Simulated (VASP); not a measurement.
VASP ran on this input.

### INCAR
```
ALGO  =  Normal
EDIFF  =  1E-7
EDIFFG  =  -0.01
ENCUT  =  520
GGA  =  RE
IBRION  =  2
ISIF  =  4
ISMEAR  =  1
LASPH  =  .TRUE.
LCHARG  =  .FALSE.
LMAXMIX  =  4
LREAL  =  .FALSE.
LWAVE  =  .FALSE.
NELM  =  100
NSW  =  30
PREC  =  Accurate
SIGMA  =  0.1
SYSTEM  =  Tl
```

File POSCAR:
```
Tl
1
    1.8495472942    -3.2035100048     0.0000000000
    1.8495472942     3.2035100048     0.0000000000
    0.0000000000     0.0000000000     5.8822631037
Tl
2
Direct
  0.3333330000   0.6666670000   0.2500000000
  0.6666670000   0.3333330000   0.7500000000
```

### KPOINTS
```
Automatic mesh
0
Gamma
12 12 7
0 0 0
```

POTCAR, in this order: Tl_d (PBE.64 set). Program: vasp_std.

**Question.** Write an equivalent input for Quantum ESPRESSO's pw.x.

**Answer.** One equivalent input (not run):
```
&CONTROL
  calculation = 'vc-relax'
  pseudo_dir = './pseudo'
  outdir = './out'
  tprnfor = .true.
  tstress = .true.
  nstep = 30
  forc_conv_thr = 0.00039
/
&SYSTEM
  ibrav = 0
  nat = 2
  ntyp = 1
  ecutwfc = 60.3
  occupations = 'smearing'
  smearing = 'methfessel-paxton'
  degauss = 0.00735
  input_dft = 'revpbe'
/
&ELECTRONS
  conv_thr = 7.3e-09
  electron_maxstep = 100
/
&IONS
/
&CELL
  cell_dofree = 'shape'
/
ATOMIC_SPECIES
  Tl 204.380 Tl.upf
CELL_PARAMETERS angstrom
     1.8495473   -3.2035100    0.0000000
     1.8495473    3.2035100    0.0000000
     0.0000000    0.0000000    5.8822631
ATOMIC_POSITIONS crystal
  Tl   0.3333330  0.6666670  0.2500000
  Tl   0.6666670  0.3333330  0.7500000
K_POINTS automatic
  12 12 7 0 0 0
```
What does not carry over: the potentials are each code's own (VASP's PAW set, PseudoDojo norm-conserving files in pw.x), so ENCUT and ecutwfc are chosen apart and not converted; conv_thr bounds pw.x's estimated SCF error, while EDIFF bounds the energy change between steps; forc_conv_thr acts on force components and is met together with etot_conv_thr.

The compound is Tl in the hcp structure. This cell is one point of a volume scan, at 1.06 of the reference volume. Symmetry was kept, so distortions that lower it aren't found.
